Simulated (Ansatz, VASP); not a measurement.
**CaMg11F24 (a cell with a defect) (Sellaite) in VASP and in Ansatz**

```xyz
36
Lattice="4.6250 4.6250 0.0000 -4.6250 4.6250 0.0000 0.0000 0.0000 9.1560" Properties=species:S:1:pos:R:3 pbc="T T T"
Ca    0.0000    0.0000    0.0000
Mg    0.0000    0.0000    3.1154
Mg    0.0000    0.0000    6.0406
Mg    0.0000    4.6250    0.0000
Mg    0.0000    4.6250    3.0629
Mg    0.0000    4.6250    6.0931
Mg    2.3125    2.3125    1.5651
Mg    2.3125    2.3125    4.5780
Mg    2.3125    2.3125    7.5909
Mg   -2.3125    2.3125    1.5715
Mg   -2.3125    2.3125    4.5780
Mg   -2.3125    2.3125    7.5845
F     1.4813    1.4813    0.0000
F     1.4004    1.4004    3.0661
F     1.4004    1.4004    6.0899
F     1.4143    6.0393    0.0000
F     1.3883    6.0133    3.0810
F     1.3883    6.0133    6.0750
F     0.9085    3.7165    1.5320
F     0.9176    3.7074    4.5780
F     0.9085    3.7165    7.6240
F    -3.6683    3.6683    1.7074
F    -3.7053    3.7053    4.5780
F    -3.6683    3.6683    7.4486
F     3.1437    3.1437    0.0000
F     3.2246    3.2246    3.0661
F     3.2246    3.2246    6.0899
F    -1.4143    3.2107    0.0000
F    -1.3883    3.2367    3.0810
F    -1.3883    3.2367    6.0750
F    -0.9085    5.5335    1.5320
F    -0.9176    5.5426    4.5780
F    -0.9085    5.5335    7.6240
F    -0.9567    0.9567    1.7074
F    -0.9197    0.9197    4.5780
F    -0.9567    0.9567    7.4486
```

Alike in both runs: functional PBE; k mesh 3 × 3 × 2; occupations fermi-dirac, width 0.01 eV; no spin polarisation.

Ansatz relaxed the structure, and its values are those at the end. VASP's run is a single point on that final structure, the one shown.

```csv
,VASP,Ansatz
version,VASP 6.6.1,Ansatz 0.2.0
potentials or method,"VASP PAW PBE potentials, release 64 (Ca_sv, Mg, F)","plane-wave PAW, scalar-relativistic"
plane-wave cutoff (eV),520,420
valence electrons in the cell,200,288
```

VASP gave:

| Property | Result |
| --- | --- |
| gap on the k mesh at the Fermi level (eV) | 7.22 |
| pressure (GPa) | 7.7 |
| rms of the force components (eV/Å) | 0.020 |

Q: Which values does Ansatz return?

A: gap on the k mesh at the Fermi level (eV): 7.26; pressure (GPa): 8.4; rms of the force components (eV/Å): 0.001.

With one functional, cell and mesh, what is left measures potentials, basis and numerics. The two sets of potentials don't hold the same shells in valence. Ansatz warned: «stress_scf_threshold_loose».

Expect the measured gap to be larger: semilocal functionals such as PBE lack the derivative discontinuity.
